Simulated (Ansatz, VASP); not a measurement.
# SiC: VASP beside Ansatz

One calculation is typed for both programs; each brings its own data sets. How far apart do they land? The cell is taken from a series of runs on this material, whose earlier steps may have relaxed, scaled, displaced or heated it; both programs get it as it stands.

Method: plane waves, with VASP 6.6.1 beside it; relaxation of cell and atoms at r2SCAN, in Ansatz 0.2.0.

## Step 1: Starting point

Symmetry: P6_3mc, No. 186, hexagonal system. The conventional cell has a = 3.080 Å, b = 3.080 Å, c = 5.030 Å, α = 90.00°, β = 90.00°, γ = 120.00°. Si has 4 C at 1.89 Å nearest. Nearest to C lie 4 Si at 1.89 Å. Farther neighbours are not listed.

## Step 2: VASP: relaxation of cell and atoms, r2SCAN

The relaxed volume is the usual yardstick between codes: in a stiff, nearly cubic crystal its relative difference is about their pressure difference at one cell divided by the bulk modulus.

Lines of VASP's logs that name or quote its potential files are left out, and so is its time.

Contents of INCAR:

```
SYSTEM = SiC
PREC = Accurate
ENCUT = 660
EDIFF = 1E-07
NELM = 120
ISMEAR = -1
SIGMA = 0.02
LREAL = .FALSE.
ALGO = Normal
METAGGA = R2SCAN
LASPH = .TRUE.
NBANDS = 14
LORBIT = 11
LWAVE = .FALSE.
LCHARG = .FALSE.
ISIF = 3
IBRION = 2
NSW = 80
EDIFFG = -0.005
GGA_COMPAT = .FALSE.
NELMIN = 4
EFERMI = MIDGAP
LMIXTAU = .TRUE.
KPAR = 2
```

Contents of POSCAR:

```
SiC
1.0
    3.0800000000      0.0000000000      0.0000000000
   -1.5400000000      2.6673582400      0.0000000000
    0.0000000000      0.0000000000      5.0296189400
Si C
2 2
Direct
    0.3333333433      0.6666666767      0.0000000000
    0.6666666767      0.3333333433      0.5000000000
    0.3333333433      0.6666666767      0.3750000000
    0.6666666767      0.3333333433      0.8750000000
```

Contents of KPOINTS:

```
Automatic mesh
0
Gamma
12 12 7
0 0 0
```

Potentials, in the order of the species: Si and C (PBE family, release 64).

Command:

```sh
$ mpirun -np 2 vasp_std
```

Numbers of over 12 decimals in the logs are rounded to 6 here.

What it wrote:

```text
[banner, memory and clock lines left out]
running    2 mpi-ranks, on    1 nodes
 distrk:  each k-point on    1 cores,    2 groups
 distr:  one band on    1 cores,    1 groups

 POSCAR found type information on POSCAR SiC
 POSCAR found :  2 types and       4 ions
|                                                                             |
|               ----> ADVICE to this user running VASP <----                  |
|                                                                             |
|     You enforced a specific xc type in the INCAR file but a different       |
|     [... a line on the potential file left out ...]
|     I HOPE YOU KNOW WHAT YOU ARE DOING!                                     |
|                                                                             |

 LDA part: xc-table for (None), standard interpolation
 POSCAR, INCAR and KPOINTS ok, starting setup
 FFT: planning ... GRIDC
 FFT: planning ... GRID_SOFT
 FFT: planning ... GRID
 WAVECAR not read
 entering main loop
       N       E                     dE             d eps       ncg     rms          rms(c)
DAV:   1     0.284762959868E+02    0.28476E+02   -0.85655E+03  2128   0.128E+03
DAV:   2    -0.413303973448E+02   -0.69807E+02   -0.62326E+02  2962   0.192E+02
DAV:   3    -0.446252971127E+02   -0.32949E+01   -0.32750E+01  2956   0.394E+01
DAV:   4    -0.446557465781E+02   -0.30449E-01   -0.30444E-01  2404   0.455E+00
DAV:   5    -0.446561093965E+02   -0.36282E-03   -0.36278E-03  2932   0.476E-01    0.130E+01
DAV:   6    -0.390015110537E+02    0.56546E+01   -0.82747E+00  2734   0.184E+01    0.754E+00
DAV:   7    -0.380427814691E+02    0.95873E+00   -0.79048E-01  2794   0.688E+00    0.284E+00
DAV:   8    -0.384268875993E+02   -0.38411E+00   -0.70205E-01  2596   0.693E+00    0.175E+00
DAV:   9    -0.384596877627E+02   -0.32800E-01   -0.21180E-01  2290   0.451E+00    0.448E-01
DAV:  10    -0.386368239775E+02   -0.17714E+00   -0.67526E-02  2224   0.269E+00    0.398E-01
DAV:  11    -0.386388105700E+02   -0.19866E-02   -0.31831E-03  2800   0.553E-01    0.167E-01
DAV:  12    -0.386439679846E+02   -0.51574E-02   -0.49552E-03  2206   0.799E-01    0.431E-02
DAV:  13    -0.386447850729E+02   -0.81709E-03   -0.42434E-04  2416   0.238E-01    0.449E-02
DAV:  14    -0.386445088702E+02    0.27620E-03   -0.73534E-05  2674   0.102E-01    0.331E-02
DAV:  15    -0.386448963771E+02   -0.38751E-03   -0.23965E-04  2206   0.168E-01    0.119E-02
DAV:  16    -0.386449224430E+02   -0.26066E-04   -0.69449E-06  2716   0.323E-02    0.663E-03
DAV:  17    -0.386449226136E+02   -0.17066E-06   -0.54581E-07  2506   0.757E-03    0.269E-03
DAV:  18    -0.386449235653E+02   -0.95171E-06   -0.16569E-07  1756   0.348E-03    0.190E-03
DAV:  19    -0.386449235333E+02    0.32003E-07   -0.60987E-08  1286   0.309E-03
   1 F= -.38644924E+02 E0= -.38644924E+02  d E =-.386449E+02
[...]
2 F= -.38643356E+02 E0= -.38643356E+02  d E =0.156772E-02
[...]
3 F= -.38647008E+02 E0= -.38647008E+02  d E =-.208484E-02
[...]
4 F= -.38647008E+02 E0= -.38647008E+02  d E =-.208433E-02
 curvature:  -0.21 expect dE=-0.159E-04 dE for cont linesearch -0.500E-06
 ZBRENT: accuracy reached
 trial: gam=-0.00785 g(F)=  0.388E-04 g(S)=  0.358E-04 ort = 0.152E-03 (trialstep = 0.884E+00)
 search vector abs. value=  0.729E-04
 bond charge predicted
       N       E                     dE             d eps       ncg     rms          rms(c)
DAV:   1    -0.386470423862E+02   -0.34576E-04   -0.21200E-03  2320   0.373E-01    0.157E-02
DAV:   2    -0.386470368675E+02    0.55187E-05   -0.20926E-05  2890   0.367E-02    0.904E-03
DAV:   3    -0.386470350560E+02    0.18115E-05   -0.67897E-06  2452   0.218E-02    0.236E-03
DAV:   4    -0.386470352938E+02   -0.23776E-06   -0.16269E-06  2716   0.127E-02    0.126E-03
DAV:   5    -0.386470358641E+02   -0.57030E-06   -0.22282E-07  2230   0.477E-03    0.745E-04
DAV:   6    -0.386470358013E+02    0.62773E-07   -0.31458E-08  1118   0.177E-03
   5 F= -.38647036E+02 E0= -.38647036E+02  d E =-.279350E-04
 trial-energy change:   -0.000028  1 .order   -0.000028   -0.000065    0.000009
 step:   0.7747(harm=  0.7747)  dis= 0.00057  next Energy=   -38.647036 (dE=-0.284E-04)
 reached required accuracy - stopping structural energy minimisation
```

From OUTCAR (step 2):

```text
ion  position               nearest neighbor table
   1  0.333  0.667  0.000-   4 1.89   4 1.89   4 1.89   3 1.89   2 3.08   2 3.08   2 3.08   2 3.08
                             2 3.08   2 3.08
   2  0.667  0.333  0.500-   3 1.89   3 1.89   3 1.89   4 1.89   1 3.08   1 3.08   1 3.08   1 3.08
                             1 3.08   1 3.08
   3  0.333  0.667  0.375-   2 1.89   2 1.89   2 1.89   1 1.89
   4  0.667  0.333  0.875-   1 1.89   1 1.89   1 1.89   2 1.89

  LATTYP: Found a hexagonal cell.
 ALAT       =     3.0800000000
 C/A-ratio  =     1.6329931623

 Subroutine GETGRP returns: Found 12 space group operations
 (whereof  6 operations were pure point group operations)

The static configuration has the point symmetry C_3v.
 The point group associated with its full space group is C_6v.

 Found     76 irreducible k-points:

   k-points           NKPTS =     76   k-points in BZ     NKDIM =     76   number of bands    NBANDS=     14

   dimension x,y,z NGX =    28 NGY =   28 NGZ =   42
   dimension x,y,z NGXF=    56 NGYF=   56 NGZF=   84

   ENCUT  =  660.0 eV  48.51 Ry    6.96 a.u.   6.45  6.45 10.54*2*pi/ulx,y,z

   NELECT =      16.0000    total number of electrons

 k-points in reciprocal lattice and weights: Automatic mesh
   0.00000000  0.00000000  0.00000000       0.001
   0.08333333  0.00000000  0.00000000       0.006
   0.16666667  0.00000000  0.00000000       0.006
   0.25000000  0.00000000  0.00000000       0.006
   0.33333333  0.00000000  0.00000000       0.006
   0.41666667  0.00000000  0.00000000       0.006
   0.50000000  0.00000000  0.00000000       0.003
   0.08333333  0.08333333  0.00000000       0.006
   0.16666667  0.08333333  0.00000000       0.012
[...]
0.33333333  0.25000000  0.42857143       0.024
   0.33333333  0.33333333  0.42857143       0.004

 average (electrostatic) potential at core
       1 -83.2964       2 -83.2964       3 -46.6233       4 -46.6233

 E-fermi :   9.4933

 k-point     1 :       0.0000    0.0000    0.0000
  band No.  band energies     occupation
    ...
      4       6.7792      2.00000
      5       6.7792      2.00000
      6       8.0493      2.00000
      7       8.1653      2.00000
      8       8.1653      2.00000
      9      13.5626      0.00000
     10      14.9616      0.00000
     11      15.3695      0.00000
     12      15.3695      0.00000
     13      16.5176      0.00000
    ...

 k-point     2 :       0.0833    0.0000    0.0000
  band No.  band energies     occupation
    ...
      4       6.0803      2.00000
      5       6.5599      2.00000
      6       7.6824      2.00000
      7       7.9685      2.00000
      8       8.0949      2.00000
      9      13.9719      0.00000
     10      14.9328      0.00000
     11      15.4271      0.00000
     12      15.6342      0.00000
     13      16.7225      0.00000
    ...

 k-point     3 :       0.1667    0.0000    0.0000
  band No.  band energies     occupation
    ...
      4       4.5463      2.00000
      5       6.0624      2.00000
      6       6.5147      2.00000
      7       7.6743      2.00000
      8       7.8631      2.00000
      9      13.5743      0.00000
     10      15.5317      0.00000
     11      15.8829      0.00000
     12      16.1359      0.00000
     13      16.1981      0.00000
    ...

  Total        0.0022670      0.0022670      0.0086838      0.0000000      0.0000000      0.0000000
  in kB        0.0880079      0.0880079      0.3371091      0.0000000      0.0000000      0.0000000
  external PRESSURE =       0.1710416 kB  Pullay stress =       0.0000000 kB

  energy-cutoff  :      660.00
  volume of cell :       41.27
      direct lattice vectors                 reciprocal lattice vectors
     3.073425896  0.000000000 -0.000000000     0.325369810  0.187852348  0.000000000
    -1.536712948  2.661664899  0.000000000     0.000000000  0.375704695  0.000000000
     0.000000000  0.000000000  5.045123685     0.000000000  0.000000000  0.198211196

 POSITION                                       TOTAL-FORCE (eV/Angst)
 -----------------------------------------------------------------------------------
      0.00000      1.77444      5.04322         0.000000      0.000000     -0.004286
      1.53671      0.88722      2.52065        -0.000000     -0.000000     -0.004286
      0.00000      1.77444      1.89383        -0.000000     -0.000000      0.004286
      1.53671      0.88722      4.41639         0.000000      0.000000      0.004286
 -----------------------------------------------------------------------------------
    total drift:                               -0.000005     -0.000008     -0.000452

  FREE ENERGIE OF THE ION-ELECTRON SYSTEM (eV)
  ---------------------------------------------------
  free  energy   TOTEN  =       -38.6470358013 eV

  energy  without entropy=      -38.6470358013  energy(sigma->0) =      -38.64703580

 reached required accuracy - stopping structural energy minimisation

 total charge
# of ion       s       p       d       tot
------------------------------------------
    1        0.703   0.977   0.000   1.680
    2        0.703   0.977   0.000   1.680
    3        0.849   1.720   0.000   2.569
    4        0.849   1.720   0.000   2.569
--------------------------------------------------
tot          3.104   5.395   0.000   8.499

[... 3 further parts left out ...]
```

## Step 3: Ansatz: relaxation of cell and atoms, r2SCAN

Ansatz runs on its PAW soft_1 files.

The same cell, functional, mesh and smearing now go to Ansatz.

Contents of input.yaml:

```yaml
crystal:
  lattice:
    - [3.08, 0.0, 0.0]
    - [-1.54, 2.66735824, 0.0]
    - [0.0, 0.0, 5.02961894]
  atoms:
    - { symbol: Si, position: [0.33333333, 0.66666667, 0.0] }
    - { symbol: Si, position: [0.66666667, 0.33333333, 0.5] }
    - { symbol: C, position: [0.33333333, 0.66666667, 0.375] }
    - { symbol: C, position: [0.66666667, 0.33333333, 0.875] }
kpoints:
  mp_grid: { grid: [12, 12, 7] }
scf:
  occupations: { method: fermi_dirac, width: 0.02 }
hamiltonian:
  xc: r2scan
  pseudopotentials: { kind: paw, azcp: { folder: soft_1 } }
basis:
  ecutwfc: 600
output:
  forces: true
  stress: true
  write_density: true
  write_potential: true
  elf: true
  volumetric_format: npy
relax:
  f_tol: 0.005
  max_steps: 70
  cell: { stress_tol: 0.02, p_target: 0 }
```

Command:

```sh
$ ansatz run input.yaml --threads 4 --pin off --max-ram 10240MiB --backend cpu --events-out ev --progress --plain --runs-dir out
```

What it wrote:

```text
Engine: ansatz 0.2.0, aarch64-unknown-linux-gnu
Pseudopotentials: kind: paw
Pseudopotential: Si, paw, valence charge 4, recommended cutoff 500 eV (meta_gga), soft_1/Si.paw.azcp
Pseudopotential: C, paw, valence charge 4, recommended cutoff 500 eV (meta_gga), soft_1/C.paw.azcp
Functional definition: r2SCAN
  parameter k0 = 0.174
  parameter k1 = 0.065
  parameter a1 = 4.9479
  exchange = r2scan_x(k0 = k0, k1 = k1, a1 = a1)
  correlation = r2scan_c
Crystal: 4 atoms, lattice volume = 41.321 Å³
Basis set: ecut = 600 eV, 1389 PW (Γ), exchange–correlation on 100×100×180 points (64 copies of the dense FFT grid, shifted against one another)
Bands: 12, of which v1, the nominal top of the filled ones, is band 8 counted from 1 (7 counted from 0)
Symmetry: 12 space group operations
Space group: P63mc (ITA 186), of the structure as read, at distance tolerance 3.5e-5 Å
k-points: 76 of 1008 (time reversal used)
Non-local potential: Si, projectors of the file, l = 0: 2, l = 1: 2, l = 2: 1
Non-local potential: C, projectors of the file, l = 0: 2, l = 1: 2, l = 2: 1
PAW form: soft (Blöchl's): semilocal exchange-correlation on the pseudo side does not see the compensation charge
PAW frozen core: Si, regenerated for the run's functional (the file was generated under x = pbe(κ = 0.804, μ = 0.219515), c = pbe(β = 0.066725))
PAW frozen core: C, regenerated for the run's functional (the file was generated under x = pbe(κ = 0.804, μ = 0.219515), c = pbe(β = 0.066725))
PAW one-centre angular grid: Si, 302 points (default); XC on 160 Gauss nodes
PAW one-centre angular grid: C, 302 points (default); XC on 219 of its mesh's 2255 points in the sphere
Initial density: superposition of atomic densities (chi_scale 0.1, normalization cell, long waves kept (reshape's long-wave potential 0.00 eV rms))
Initial wavefunctions: pseudopotential atomic-orbital guess
Functional: x = r2scan, c = r2scan; τ floored in thin density (d = 2e-4 eV/Å³)
SCF iter   1: F=—  HF=-1784.852992 eV  |F-HF|=—  |Δ(HF+E_count)|=         —  Δρ=1.34e-1  dr2=9.06e0  dr2_τ=1.04e0  ethr=3.10e-3  ⟨swp⟩=6.0  Hψ=6603  notcnv=0
preconditioner: auto → none  [insulator: Δε(μ)=4.425 eV  Ē_g=13.554 eV  σ=0.020 eV  W_gap=1.00  n_scr=2 (ndim 8)  ℏωp=23.1 eV  f_vac=0.000  D(μ)=0.00/eV (n_scr^D=0)  ε∞_Penn≈3.9]
SCF iter   2: F=—  HF=-1782.552829 eV  |F-HF|=—  |Δ(HF+E_count)|=    2.30e0  Δρ=4.33e-2  dr2=3.88e-1  dr2_τ=2.03e-1  ethr=3.10e-3  ⟨swp⟩=4.1  Hψ=3110  notcnv=0
SCF iter   3: F=—  HF=-1782.624309 eV  |F-HF|=—  |Δ(HF+E_count)|=   7.15e-2  Δρ=2.02e-2  dr2=8.85e-2  dr2_τ=2.84e-3  ethr=2.42e-3  ⟨swp⟩=2.7  Hψ=1814  notcnv=0
SCF iter   4: F=—  HF=-1782.643706 eV  |F-HF|=—  |Δ(HF+E_count)|=   1.94e-2  Δρ=4.48e-3  dr2=3.97e-3  dr2_τ=1.10e-4  ethr=5.53e-4  ⟨swp⟩=2.1  Hψ=1239  notcnv=0
SCF iter   5: F=—  HF=-1782.645241 eV  |F-HF|=—  |Δ(HF+E_count)|=   1.54e-3  Δρ=7.05e-4  dr2=9.56e-5  dr2_τ=2.45e-6  ethr=2.48e-5  ⟨swp⟩=2.9  Hψ=1781  notcnv=0
SCF iter   6: F=—  HF=-1782.645299 eV  |F-HF|=—  |Δ(HF+E_count)|=   5.83e-5  Δρ=7.93e-5  dr2=2.04e-6  dr2_τ=2.42e-8  ethr=5.97e-7  ⟨swp⟩=2.1  Hψ=1528  notcnv=0
SCF iter   7: F=-1782.645299 eV  HF=-1782.645299 eV  |F-HF|=3.21e-9  |Δ(HF+E_count)|=   2.72e-7  Δρ=5.10e-6  dr2=9.48e-9  dr2_τ=5.93e-10  ethr=6.25e-10  ⟨swp⟩=9.5  Hψ=5947  notcnv=0
SCF 1 converged in 7 iterations: F = -1782.645299 eV  dr2 = 9.48e-9
  greatest PAW one-centre occupation: 0.659 electrons in one spin orbital (limit 2), on the C atom at site 3 (counted from 0), in its partial waves of l = 0
relax step   1: F+E_penalty+E_count = -1782.64529894 eV  Δ(F+E_penalty+E_count) = +0.000e0 eV  max|allowed force component| = 1.246e-1 eV/Å  Δτ_max = 0.0000 Å  P = +0.174 GPa  Ω = 41.321 Å³  (7 SCF iters, dr2 threshold 1.00e-7 eV, accepted)
[...]
relax step   2: F+E_penalty+E_count = -1782.64657423 eV  Δ(F+E_penalty+E_count) = -1.275e-3 eV  max|allowed force component| = 1.222e-1 eV/Å  Δτ_max = 0.0013 Å  P = +0.088 GPa  Ω = 41.337 Å³  energy of the carried Pulay correction = -3.850e-6 eV  (4 SCF iters, dr2 threshold 4.00e-7 eV, accepted)
[...]
relax step   3: F+E_penalty+E_count = -1782.64707677 eV  Δ(F+E_penalty+E_count) = -5.025e-4 eV  max|allowed force component| = 7.433e-2 eV/Å  Δτ_max = 0.0013 Å  P = +0.022 GPa  Ω = 41.349 Å³  energy of the carried Pulay correction = -6.759e-6 eV  (3 SCF iters, dr2 threshold 4.00e-7 eV, accepted)
[...]
relax step   4: F+E_penalty+E_count = -1782.64737272 eV  Δ(F+E_penalty+E_count) = -2.960e-4 eV  max|allowed force component| = 1.093e-3 eV/Å  Δτ_max = 0.0020 Å  P = +0.008 GPa  Ω = 41.352 Å³  energy of the carried Pulay correction = -7.477e-6 eV  (3 SCF iters, dr2 threshold 3.45e-7 eV, accepted)
[...]
relax step   5: F+E_penalty+E_count = -1782.64738010 eV  Δ(F+E_penalty+E_count) = -7.378e-6 eV  max|allowed force component| = 1.326e-3 eV/Å  Δτ_max = 0.0000 Å  P = +0.008 GPa  Ω = 41.352 Å³  stress off target by 1.35e-2 GPa  SCF on the basis re-selected at this cell (its energy is not comparable with the rows above)  (5 SCF iters)
basis re-selected at this cell: Δ(F+E_penalty+E_count) = -7.378e-6 eV, ΔP = -0.000 GPa vs the last step (what re-selecting the basis moved, of the pressure what is left beyond the Pulay correction that the steps carried, after the strain that the cell walked since its last selection, with what the two solves' SCF thresholds leave and, on support functions, any second-order correction that the steps lacked; it is no m [...]
SCF converged after 5 iterations
Free energy (F): -1782.647380 eV
Harris-Foulkes:  -1782.647380 eV  (|F-HF|=9.09e-13)
Internal energy: -1782.647380 eV  (E = F + TS)
E sigma→0 (E₀):  -1782.647380 eV
Fermi energy:    10.852990 eV
--- Per-component energies (eV) ---
  E_band       = 51.125537
  E_kinetic    = 267.776072
  E_local      = -191.791082  (includes V_loc(G=0)·N_el)
  E_nonlocal   = 87.851025
  E_hartree    = 65.422411
  E_xc         = -202.981418
  E_vxc        = -235.760380  (∫ρ·V_xc dr)
  E_paw        = -1239.831644  (= ΣΔE_a)
  E_vpaw       = -18.753020  (= ΣTr[D̂ρ^β])
  E_aug_tail   = 0.000024  (compensation charges beyond the density's cutoff)
  E_vtau       = 10.958075  (kinetic-family band-sum trace: ∫τ·v_τ [+ j·A + Jᵃ·Aᵃ] dr)
  E_ewald      = -568.890354
  E_core_change = -0.202414  (= ΣΔE_core)
  E_smearing   = -0.000000  (= −TS)
  E_closure    = -0.000000  (closes the sum)
  Σ components = -1782.647380   (vs F -1782.647380, Δ=0.00e0)
--- Forces (eV/Å), atoms counted from 1 ---
  atom   1  Si    -0.00000000    -0.00000000    -0.00132394
  atom   2  Si     0.00000000     0.00000000    -0.00132394
  atom   3  C      0.00000000    -0.00000000     0.00132882
  atom   4  C     -0.00000000     0.00000000     0.00132882
  max |Σ_I F_I| component: 9.76e-6 eV/Å
--- Stress (GPa, compression-positive) ---
        0.004996       0.000000      -0.000000
       -0.000000       0.004996       0.000000
        0.000000       0.000000       0.013467
  P = ⅓ Tr σ = 0.0078 GPa (0.078 kbar)
--- Band table (eV; the first three rows and the last of 76) ---
  k-point 0: bands = [... 4 lower, 8.1419, 9.4131, 9.5268, 9.5268, 14.8864, 16.2608, 16.7122, 16.7122]
  k-point 1: bands = [... 4 lower, 8.2008, 8.8349, 9.4467, 9.4467, 14.9818, 16.7025, 16.7427, 16.7427]
  k-point 2: bands = [... 4 lower, 8.3703, 8.3703, 9.2295, 9.2295, 15.2642, 16.8794, 16.8794, 16.9855]
  k-point 75: bands = [... 4 lower, 3.4066, 4.0120, 7.5900, 7.5900, 15.2564, 15.2564, 15.2926, 16.8102]
--- Relaxed structure (4 steps of the walk, 4 accepted, 1 SCFs on fresh bases) ---
  F+E_penalty+E_count = -1782.64738010 eV   max|allowed force component| = 1.326e-3 eV/Å   (the final SCF, on the basis selected at the relaxed cell)
  cell:  # Å, volume = 41.3521 Å³
    - [3.075411, 0.0, 0]
    - [-1.537705, 2.663384, 0]
    - [0, 0, 5.048483]
  atoms:
    - { symbol: Si, position: [0.333333, 0.666667, -0.00039008] }
    - { symbol: Si, position: [0.666667, 0.333333, 0.499610] }
    - { symbol: C, position: [0.333333, 0.666667, 0.375390] }
    - { symbol: C, position: [0.666667, 0.333333, 0.875390] }
```

Reading the cycles: dr2 is the Hartree energy of the density residual (eV), the measure of convergence; HF is the Harris–Foulkes estimate of the energy, which meets the free energy F at convergence.

## Step 4: Comparison

Known differences besides the potentials themselves: VASP keeps PBE cores, Ansatz makes them for the functional; the cutoff is 600 eV in Ansatz and 660 eV in VASP; Ansatz adds a Pulay correction to the stress that steers its cell, VASP none. Total energies have different zeros and are not compared.

Both answers:

```
                                         quantity  Ansatz   VASP  difference
                                      volume (Å³)   41.35  41.27     +0.20 %
edge a after relaxation, in the typed setting (Å)   3.075  3.073     +0.07 %
edge c after relaxation, in the typed setting (Å)   5.048  5.045     +0.07 %
```

## Step 5: Summary of results

| Quantity | Value |
| --- | --- |
| difference in volume (relaxation of cell and atoms, r2SCAN) | 0.20 % |

What this shows: The difference in volume is 0.20 % (relaxation of cell and atoms, r2SCAN), within the 1.2 % picked in this series as the mark of a large difference, as far as the stopping tolerances let one tell. Such differences can come from data sets, numerical settings and the points named under the comparisons, not from the functional's error against experiment.

[Lines on the potential files, build, host, timing and source positions are cut from VASP's logs without a mark.]

[Logs are printed without paths, hosts, clocks, repeated set-up lines and the standing remarks that a program may print on its own settings, such as how far it seeks lower states.]

[Hosts, paths, dates, database ids (printed as entryN), source tags and the programs' standing remarks are cut or masked in the printed files.]
